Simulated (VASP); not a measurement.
Input:

```xyz
2
Lattice="1.3974 -2.4204 0.0000 1.3974 2.4204 0.0000 0.0000 0.0000 4.4778" Properties=species:S:1:pos:R:3 pbc="T T T"
Tc     1.3974     0.8068     1.1195
Tc     1.3974    -0.8068     3.3584
```

These are PBE GGA, VASP's PBE PAW potentials (set 64) (plane waves; VASP 6.6.1) values and carry that method's errors. Settings: 400 eV cut-off, 9×9×6 Γ-centred mesh, first-order Methfessel-Paxton smearing of 0.10 eV, potentials Tc_pv.

Gaps are read on the run's mesh, which can miss a band edge.

**Question.** Predict the energy per atom (σ→0), pressure, band gap (on the k-mesh) with the smallest direct gap where there is one.

**Answer.** 
```yaml
band gap (on the k-mesh): none (metal, semimetal or under 0.01 eV)
energy per atom (σ→0): -10.314 eV/atom
pressure: -14.58 GPa
```

The compound is Tc in the hcp structure. The cell was not relaxed at this level. The run is one of a series of settings (KPOINTS 9×9×6 Γ-centred mesh against the base run), some of them coarse on purpose.
